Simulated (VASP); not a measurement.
Here is the system:

```
CELL_PARAMETERS angstrom
      5.81716     0.00000     0.00000
      0.00000     5.81716     0.00000
      0.00000     0.00000     3.46968
ATOMIC_POSITIONS crystal
  Ge 0.00000 0.00000 0.00000
  Ge 0.50000 0.50000 0.50000
  S  0.30933 0.30933 0.00000
  S  0.80933 0.19067 0.50000
  S  0.19067 0.80933 0.50000
  S  0.69067 0.69067 0.00000
```

Level of theory: PBEsol GGA, VASP's PBE PAW potentials (set 64) (plane waves; VASP). Run with 400 eV cut-off, Gaussian smearing of 0.050 eV, potentials Ge_d S.

### Question
What does the run give for the band gap (along the path) with the smallest direct gap where there is one?

### Answer

```
Quantity                                                      Value
-------------------------  ----------------------------------------
band gap (along the path)  none (metal, semimetal or under 0.01 eV)
```

The structure was generated: GeS2 was put into the rutile type (P4_2/mnm), which need not be its known phase. It was relaxed first, which changed the volume by +9 %.
